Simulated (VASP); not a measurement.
Here is the system:

```xyz
1
Lattice="-2.4702 2.4702 2.4702 2.4702 -2.4702 2.4702 2.4702 2.4702 -2.4702" Properties=species:S:1:pos:R:3 pbc="T T T"
Ba     0.0000     0.0000     0.0000
```

All values below come from revTPSS meta-GGA, VASP's PBE PAW potentials (set 64) (plane waves; VASP). Numerical set-up: 520 eV cut-off, 10×10×10 Γ-centred mesh, first-order Methfessel-Paxton smearing of 0.10 eV, potentials Ba_sv.

**Question.** The job: Ba (bcc), 1 atom, revTPSS, static run, 520 eV, 10×10×10 Γ-centred mesh. Roughly how much core time does it take on a busy server core?

**Answer.** About 60 core-seconds (one run on a shared machine, a rough figure). It had 47 irreducible k-points, 9 bands, up to 1645 plane waves and 25 electronic steps.

The compound is Ba in the bcc structure. This cell is one point of a volume scan, at 0.97 of the reference volume.
